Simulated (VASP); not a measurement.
Input for VASP

### KPOINTS
```
Regular mesh
0
Gamma
 10 10 10
```

File POSCAR:
```
Ni3Al
1
    3.5285599723     0.0000000000     0.0000000000
    0.0000000000     3.5285599723     0.0000000000
    0.0000000000     0.0000000000     3.5285599723
Al Ni
1 3
Direct
  0.0000000000   0.0000000000   0.0000000000
  0.0000000000   0.5000000000   0.5000000000
  0.5000000000   0.0000000000   0.5000000000
  0.5000000000   0.5000000000   0.0000000000
```

INCAR:
```
ALGO = Normal
EDIFF = 1E-7
ENCUT = 520
GGA = PE
ISIF = 2
ISMEAR = -5
ISPIN = 2
IVDW = 13
LASPH = .TRUE.
LCHARG = .TRUE.
LEFG = .TRUE.
LMAXMIX = 4
LORBIT = 11
LREAL = .FALSE.
LWAVE = .FALSE.
MAGMOM = -0.0 3*0.3
NEDOS = 601
NELM = 100
PREC = Accurate
SYSTEM = Ni3Al
```

POTCAR, in this order: Al Ni (PBE.64 set). Program: vasp_std.

Translate this PBE-D4 calculation to Ansatz.

One equivalent input (not run):
Ansatz 0.2 input:
```yaml
crystal:
  lattice:
    - [3.5285600, 0.0000000, 0.0000000]
    - [0.0000000, 3.5285600, 0.0000000]
    - [0.0000000, 0.0000000, 3.5285600]
  atoms:
    - { symbol: Al, position: [0.0000000, 0.0000000, 0.0000000] }
    - { symbol: Ni, position: [0.0000000, 0.5000000, 0.5000000], spin: 0.3 }
    - { symbol: Ni, position: [0.5000000, 0.0000000, 0.5000000], spin: 0.3 }
    - { symbol: Ni, position: [0.5000000, 0.5000000, 0.0000000], spin: 0.3 }
kpoints:
  mp_grid: { grid: [10, 10, 10] }
hamiltonian:
  xc: pbe
  dispersion: d4
  pseudopotentials: { kind: paw }
magnetization: { spin_polarized: true }
scf:
  occupations: { method: tetrahedron }
  max_iter: 100
output: { forces: true, stress: true, eigenvalues: true }
```
Limits of the translation: each code has its own PAW files, so the cut-off isn't converted (ENCUT is set for VASP's; basis.ecutwfc is left out, and Ansatz then takes the one that its files recommend); Ansatz stops its SCF on the density residual and VASP on the energy change (EDIFF); the field gradients of LEFG aren't asked of the other code.

The compound is Ni3Al in the L1_2 structure. It was relaxed first.
